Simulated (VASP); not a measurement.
Input:

```xyz
6
Lattice="-2.8729 2.8729 4.8265 2.8729 -2.8729 4.8265 2.8729 2.8729 -4.8265" Properties=species:S:1:pos:R:3 pbc="T T T"
Ge     0.0000     2.8729     2.4132
Ge     0.0000     0.0000     0.0000
Se     1.4364     1.4143     3.6198
Se     4.2872     1.4364     1.2066
Se     1.4364     1.4586    -1.2066
Se    -1.4143     1.4364     6.0331
```

Calculation: PBEsol GGA, VASP's PBE PAW potentials (set 64) (plane waves; VASP). Run with 400 eV cut-off, 6×6×6 Γ-centred mesh, tetrahedra with Blöchl corrections, potentials Ge_d Se.

The cores are frozen, which limits the accuracy of field gradients.

Question: Give the principal components of the electric field gradient (V/Å²) and the asymmetry η at each nucleus.

Answer: 
```
atom    Vxx    Vyy     Vzz     η
----  -----  -----  ------  ----
Ge1    -8.7   -8.7    17.4  0.00
Ge2    -8.7   -8.7    17.4  0.00
Se3   278.3  110.7  -388.9  0.43
Se4   278.3  110.7  -388.9  0.43
Se5   278.3  110.7  -388.9  0.43
Se6   278.3  110.7  -388.9  0.43
```

The structure comes from a computed database's GeSe2 entry (I-42d); how it stands against other phases isn't given here. It was relaxed first, which changed the volume by -6 %.
